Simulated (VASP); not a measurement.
Output of a VASP run:

OSZICAR:
```
...
DAV:   2    -0.119507839199E+02    0.14494E+01   -0.45414E+00  4332   0.222E+01    0.197E+00
DAV:   3    -0.119371095924E+02    0.13674E-01   -0.16070E-01  4378   0.374E+00    0.842E-01
DAV:   4    -0.119471551383E+02   -0.10046E-01   -0.73358E-03  4454   0.756E-01    0.309E-01
DAV:   5    -0.119492862201E+02   -0.21311E-02   -0.20480E-03  4878   0.308E-01    0.707E-02
DAV:   6    -0.119492786678E+02    0.75523E-05   -0.96972E-05  5286   0.817E-02    0.140E-02
DAV:   7    -0.119492773539E+02    0.13139E-05   -0.60084E-06  4640   0.213E-02    0.670E-03
DAV:   8    -0.119492776997E+02   -0.34578E-06   -0.27552E-07  2326   0.411E-03
   2 F= -.11949278E+02 E0= -.11948969E+02  d E =0.383169E-01
       N       E                     dE             d eps       ncg     rms          rms(c)
DAV:   1    -0.127675188869E+02   -0.81824E+00   -0.16314E+01  4342   0.489E+01    0.796E+00
DAV:   2    -0.120028236900E+02    0.76470E+00   -0.23331E+00  4342   0.162E+01    0.119E+00
DAV:   3    -0.119865586510E+02    0.16265E-01   -0.10981E-01  4394   0.314E+00    0.929E-01
DAV:   4    -0.119923761808E+02   -0.58175E-02   -0.54688E-03  4452   0.636E-01    0.204E-01
DAV:   5    -0.119929894967E+02   -0.61332E-03   -0.68374E-04  5080   0.176E-01    0.481E-02
DAV:   6    -0.119929656310E+02    0.23866E-04   -0.36628E-05  5098   0.509E-02    0.797E-03
DAV:   7    -0.119929662008E+02   -0.56974E-06   -0.25584E-06  3302   0.147E-02
   3 F= -.11992966E+02 E0= -.11992672E+02  d E =-.537163E-02
       N       E                     dE             d eps       ncg     rms          rms(c)
DAV:   1    -0.119930047002E+02   -0.39069E-04   -0.81044E-04  4348   0.350E-01    0.499E-02
DAV:   2    -0.119929676463E+02    0.37054E-04   -0.10987E-04  4346   0.111E-01    0.817E-03
DAV:   3    -0.119929671738E+02    0.47248E-06   -0.57078E-06  4334   0.228E-02
   4 F= -.11992967E+02 E0= -.11992673E+02  d E =-.537261E-02
       N       E                     dE             d eps       ncg     rms          rms(c)
DAV:   1    -0.119930021005E+02   -0.34454E-04   -0.78618E-04  4338   0.346E-01    0.494E-02
DAV:   2    -0.119929655667E+02    0.36534E-04   -0.10847E-04  4342   0.110E-01    0.808E-03
DAV:   3    -0.119929651375E+02    0.42914E-06   -0.56327E-06  4324   0.227E-02
   5 F= -.11992965E+02 E0= -.11992671E+02  d E =-.537057E-02
       N       E                     dE             d eps       ncg     rms          rms(c)
DAV:   1    -0.119945658472E+02   -0.16003E-02   -0.60095E-02  4364   0.214E+00    0.239E-01
DAV:   2    -0.119932906313E+02    0.12752E-02   -0.17622E-03  4348   0.404E-01    0.101E-01
DAV:   3    -0.119930199965E+02    0.27063E-03   -0.90355E-04  5174   0.211E-01    0.209E-02
DAV:   4    -0.119930208436E+02   -0.84715E-06   -0.27244E-05  5188   0.601E-02    0.139E-02
DAV:   5    -0.119930210618E+02   -0.21816E-06   -0.18555E-06  3152   0.115E-02
   6 F= -.11993021E+02 E0= -.11992752E+02  d E =-.559242E-04
       N       E                     dE             d eps       ncg     rms          rms(c)
DAV:   1    -0.119932256556E+02   -0.20481E-03   -0.70040E-03  4364   0.731E-01    0.820E-02
DAV:   2    -0.119930755933E+02    0.15006E-03   -0.20755E-04  4354   0.138E-01    0.346E-02
DAV:   3    -0.119930433102E+02    0.32283E-04   -0.10646E-04  5112   0.724E-02    0.699E-03
DAV:   4    -0.119930433782E+02   -0.67979E-07   -0.32268E-06  4132   0.207E-02
   7 F= -.11993043E+02 E0= -.11992764E+02  d E =-.782407E-04
```

### OUTCAR
```
------------------------ aborting loop because EDIFF is reached ----------------------------------------
  FORCE on cell =-STRESS in cart. coord.  units (eV):
  Direction    XX          YY          ZZ          XY          YZ          ZX
  --------------------------------------------------------------------------------------
  Total        0.0137140      0.0137140      0.0180075      0.0000000      0.0000000      0.0000000
  in kB        0.7961725      0.7961726      1.0454301      0.0000000      0.0000000      0.0000000
  external PRESSURE =       0.8792584 kB  Pullay stress =       0.0000000 kB
  volume of cell :       27.60
      direct lattice vectors                 reciprocal lattice vectors
     1.362443894 -2.359822205  0.000000000     0.366987589 -0.211880369 -0.000000000
     1.362443894  2.359822205 -0.000000000     0.366987589  0.211880369  0.000000000
     0.000000000 -0.000000000  4.291807286    -0.000000000  0.000000000  0.233002074
 POSITION                                       TOTAL-FORCE (eV/Angst)
 -----------------------------------------------------------------------------------
      1.36244      0.78661      1.07295         0.000000      0.000000      0.000000
      1.36244     -0.78661      3.21886        -0.000000     -0.000000      0.000000
 -----------------------------------------------------------------------------------
    total drift:                               -0.000000      0.000518     -0.000045
  FREE ENERGIE OF THE ION-ELECTRON SYSTEM (eV)
  ---------------------------------------------------
  free  energy   TOTEN  =       -11.9930433782 eV

  energy  without entropy=      -11.9922064159  energy(sigma->0) =      -11.99276439

 reached required accuracy - stopping structural energy minimisation
```
(Selected blocks of OUTCAR.)

POSCAR:
```
Ru
1
    1.3550000000    -2.3469290000     0.0000000000
    1.3550000000     2.3469290000     0.0000000000
    0.0000000000     0.0000000000     4.2800000000
Ru
2
Direct
  0.3333330000   0.6666670000   0.2500000000
  0.6666670000   0.3333330000   0.7500000000
```

Problem. Write an INCAR and KPOINTS that could have produced this output.

Solution. One answer among several that fit: the input of the run itself, optB88-vdW, plane waves, VASP's PBE PAW potentials (set 64).

INCAR:
```
LUSE_VDW  =  .True.
EDIFF  =  1E-6
NSW  =  60   # most ionic steps
LASPH  =  .True.
AGGAC  =  0.0
ISIF  =  3
NELM  =  100   # most electronic steps
LREAL  =  .False.
ENCUT  =  520   # plane-wave cut-off (eV)
PREC  =  Accurate
LWAVE  =  .False.
SIGMA  =  0.1   # width (eV)
GGA  =  BO
LMAXMIX  =  4
EDIFFG  =  -0.01
PARAM2  =  0.22
ALGO  =  Normal   # blocked Davidson
PARAM1  =  0.1833333333
ISMEAR  =  1   # Methfessel-Paxton
IBRION  =  2   # conjugate gradients
SYSTEM  =  Ru
LCHARG  =  .False.
```

File KPOINTS:
```
Automatic mesh
0
Gamma
14 14 8
0 0 0
```

POTCAR, in this order: Ru_pv (PBE.64 set). Program: vasp_std.

The compound is Ru in the hcp structure. This run relaxes it. Symmetry was kept, so distortions that lower it aren't found.
